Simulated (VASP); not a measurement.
These are r2SCAN meta-GGA, VASP's PBE PAW potentials (set 64) (plane waves; VASP) values and carry that method's errors.

A VASP calculation is set up with these files.

POSCAR:
```
SnTe
1
    0.0000000000     3.1840732730     3.1840732730
    3.1840732730     0.0000000000     3.1840732730
    3.1840732730     3.1840732730     0.0000000000
Sn Te
1 1
Direct
  0.0000000000   0.0000000000   0.0000000000
  0.5000000000   0.5000000000   0.5000000000
```

KPOINTS:
```
Automatic mesh
0
Gamma
8 8 8
0 0 0
```

**INCAR**
```
SYSTEM = SnTe
PREC = Accurate; ENCUT = 480; LREAL = F
LASPH = T
EDIFF = 1E-7; NELM = 100; ALGO = Normal
LMAXMIX = 4; LMIXTAU = T
ISMEAR = 0; SIGMA = 0.05
METAGGA = R2SCAN
ISIF = 2
LWAVE = F; LCHARG = F
```

POTCAR, in this order: Sn_d Te (PBE.64 set). Program: vasp_std.

What VASP printed:

**OSZICAR**
```
       N       E                     dE             d eps       ncg     rms          rms(c)
DAV:   1     0.750383596434E+02    0.75038E+02   -0.93470E+03   818   0.156E+03
DAV:   2    -0.439892456277E+02   -0.11903E+03   -0.11665E+03   860   0.361E+02
DAV:   3    -0.535511352329E+02   -0.95619E+01   -0.95101E+01  1058   0.967E+01
DAV:   4    -0.537829420301E+02   -0.23181E+00   -0.23176E+00   916   0.167E+01
DAV:   5    -0.537932612667E+02   -0.10319E-01   -0.10319E-01  1206   0.321E+00    0.437E+00
DAV:   6    -0.506028318148E+02    0.31904E+01   -0.92307E-01   986   0.161E+01    0.334E+00
DAV:   7    -0.505112796663E+02    0.91552E-01   -0.76885E-01   812   0.927E+00    0.990E-01
DAV:   8    -0.506341078233E+02   -0.12283E+00   -0.61863E-01   812   0.621E+00    0.522E-01
DAV:   9    -0.506665075490E+02   -0.32400E-01   -0.22163E-02   914   0.115E+00    0.505E-01
DAV:  10    -0.506544025923E+02    0.12105E-01   -0.60465E-03   902   0.550E-01    0.680E-01
DAV:  11    -0.506827207196E+02   -0.28318E-01   -0.96676E-02   812   0.222E+00    0.162E-01
DAV:  12    -0.506851478024E+02   -0.24271E-02   -0.55059E-03   854   0.587E-01    0.116E-01
DAV:  13    -0.506841528080E+02    0.99499E-03   -0.70865E-04   920   0.239E-01    0.203E-01
DAV:  14    -0.506854186243E+02   -0.12658E-02   -0.20639E-03   812   0.464E-01    0.574E-02
DAV:  15    -0.506854382509E+02   -0.19627E-04   -0.58680E-05   980   0.687E-02    0.291E-02
DAV:  16    -0.506854463362E+02   -0.80853E-05   -0.45960E-06   870   0.214E-02    0.169E-02
DAV:  17    -0.506854584274E+02   -0.12091E-04   -0.11974E-05   830   0.381E-02    0.937E-03
DAV:  18    -0.506854636661E+02   -0.52386E-05   -0.71302E-06   830   0.312E-02    0.726E-03
DAV:  19    -0.506854635412E+02    0.12483E-06   -0.72098E-07   836   0.102E-02    0.439E-03
DAV:  20    -0.506854637784E+02   -0.23718E-06   -0.11771E-07   630   0.360E-03    0.291E-03
DAV:  21    -0.506854637452E+02    0.33222E-07   -0.24844E-08   430   0.247E-03
   1 F= -.50685464E+02 E0= -.50685422E+02  d E =-.835540E-04
```

File OUTCAR:
```
------------------------ aborting loop because EDIFF is reached ----------------------------------------
  FORCE on cell =-STRESS in cart. coord.  units (eV):
  Direction    XX          YY          ZZ          XY          YZ          ZX
  --------------------------------------------------------------------------------------
  Total        0.0520152      0.0520152      0.0520152      0.0000000      0.0000000      0.0000000
  in kB        1.2908085      1.2908085      1.2908085      0.0000000      0.0000000      0.0000000
  external PRESSURE =       1.2908085 kB  Pullay stress =       0.0000000 kB
  volume of cell :       64.56
      direct lattice vectors                 reciprocal lattice vectors
     0.000000000  3.184073273  3.184073273    -0.157031562  0.157031562  0.157031562
     3.184073273  0.000000000  3.184073273     0.157031562 -0.157031562  0.157031562
     3.184073273  3.184073273  0.000000000     0.157031562  0.157031562 -0.157031562
 POSITION                                       TOTAL-FORCE (eV/Angst)
 -----------------------------------------------------------------------------------
      0.00000      0.00000      0.00000         0.000000      0.000000      0.000000
      3.18407      3.18407      3.18407         0.000000     -0.000000     -0.000000
 -----------------------------------------------------------------------------------
    total drift:                                0.000000     -0.000000     -0.000000
  FREE ENERGIE OF THE ION-ELECTRON SYSTEM (eV)
  ---------------------------------------------------
  free  energy   TOTEN  =       -50.6854637452 eV

  energy  without entropy=      -50.6853801912  energy(sigma->0) =      -50.68542197
```
(Selected blocks of OUTCAR.)

File OUTCAR:
```
 val. band max:        6.6310189307   @ k =   0.5000   0.0000   0.0000

 cond. band min:       6.7599777476   @ k =   0.5000   0.0000   0.0000


 Fermi energy:         6.6954983399

 k-point     1 :       0.0000    0.0000    0.0000
  band No.  band energies     occupation
      1     -16.1251      2.00000
      2     -16.1251      2.00000
      3     -16.1162      2.00000
      4     -16.1162      2.00000
      5     -16.1162      2.00000
      6      -6.6327      2.00000
      7       1.7563      2.00000
      8       4.2281      2.00000
      9       4.2282      2.00000
     10       4.2282      2.00000
     11       9.9932      0.00000
     12       9.9933      0.00000
     13       9.9933      0.00000
     14      11.6508      0.00000

 k-point     2 :       0.1250    0.0000    0.0000
  band No.  band energies     occupation
      1     -16.1257      2.00000
      2     -16.1257      2.00000
      3     -16.1160      2.00000
      4     -16.1154      2.00000
      5     -16.1154      2.00000
      6      -6.5001      2.00000
      7       1.0032      2.00000
      8       4.2558      2.00000
      9       4.2558      2.00000
     10       4.7837      2.00000
     11       9.3027      0.00000
     12       9.3028      0.00000
     13       9.3796      0.00000
     14      11.6018      0.00000

 k-point     3 :       0.2500    0.0000    0.0000
  band No.  band energies     occupation
      1     -16.1274      2.00000
      2     -16.1274      2.00000
      3     -16.1154      2.00000
      4     -16.1134      2.00000
      5     -16.1133      2.00000
      6      -6.1275      2.00000
      7      -0.3187      2.00000
      8       4.3493      2.00000
      9       4.3493      2.00000
     10       5.5612      2.00000
     11       8.1796      0.00000
     12       8.1797      0.00000
     13       8.3264      0.00000
     14      12.0360      0.00000

 k-point     4 :       0.3750    0.0000    0.0000
  band No.  band energies     occupation
...
```

Unless said otherwise, spin-orbit coupling is left out, though it shifts the bands of the heavy elements here.

The compound is SnTe in the rock salt structure, which distorts at low temperature. It was relaxed first.
